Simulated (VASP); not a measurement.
Input of a VASP 6.6.1 run:

INCAR

```
PREC = Accurate ; ENCUT = 520
EDIFF = 1E-7 ; ISMEAR = -5
SIGMA = 0.1 ; LREAL = F
LASPH = T ; NELM = 80
ALGO = Normal ; ISIF = 2
LWAVE = F ; LCHARG = F
LMAXMIX = 4 ; METAGGA = R2SCAN
LMIXTAU = T ; LORBIT = 10
NBANDS = 15 ; NEDOS = 2001
```

File KPOINTS:

```
Automatic mesh
0
Gamma
  16 16 16
```

The input POSCAR:

```
TiC                                     
1.0
    0.0000000000      2.1665338672      2.1665338672
    2.1665338672      0.0000000000      2.1665338672
    2.1665338672      2.1665338672      0.0000000000
  Ti              C             
     1     1
Direct
     0.0000000000000000    0.0000000000000000    0.0000000000000000
     0.5000000000000000    0.5000000000000000    0.5000000000000000
```

Potentials or basis: VASP PAW PBE potentials, release 64 (Ti_sv, C).

The run is started by

```sh
$ cat potpaw_PBE.64/Ti_sv/POTCAR potpaw_PBE.64/C/POTCAR > POTCAR
$ mpirun -np 1 vasp_std > vasp.out
```

**Question.** Estimate the band gap on the k mesh.

**Answer.** None (metal or under the smearing width).

**Question.** What does it give for the pressure?

**Answer.** 0.0 GPa.

States per cell in windows of 1 eV (zero at the Fermi level; states under -8 eV left out):
```
from (eV)  total  Ti1_d  C2_p  Ti1_p  Ti1_s  C2_s  C2_d
     -8.0   0.00   0.00  0.00   0.00   0.00  0.00  0.00
     -7.0   0.00   0.00  0.00   0.00   0.00  0.00  0.00
     -6.0   0.29   0.05  0.06   0.01   0.03  0.00  0.00
     -5.0   1.05   0.20  0.25   0.05   0.07  0.01  0.00
     -4.0   1.32   0.32  0.33   0.10   0.02  0.01  0.00
     -3.0   2.12   0.77  0.54   0.07   0.01  0.01  0.00
     -2.0   0.88   0.32  0.22   0.03   0.00  0.00  0.00
     -1.0   0.34   0.11  0.09   0.01   0.00  0.00  0.00
      0.0   0.37   0.19  0.06   0.01   0.00  0.00  0.00
      1.0   0.86   0.60  0.07   0.01   0.00  0.00  0.00
      2.0   1.60   1.28  0.08   0.01   0.01  0.01  0.00
      3.0   2.49   2.03  0.17   0.02   0.02  0.01  0.00
      4.0   1.54   1.08  0.20   0.02   0.03  0.01  0.00
      5.0   1.03   0.68  0.13   0.02   0.03  0.04  0.00
      6.0   1.07   0.68  0.15   0.03   0.01  0.06  0.00
      7.0   0.86   0.50  0.18   0.02   0.00  0.03  0.00
```

Caveat: the PAW data sets were made with another functional, which shifts forces and pressure a little; tetrahedron occupations give inexact forces and stress in metals.
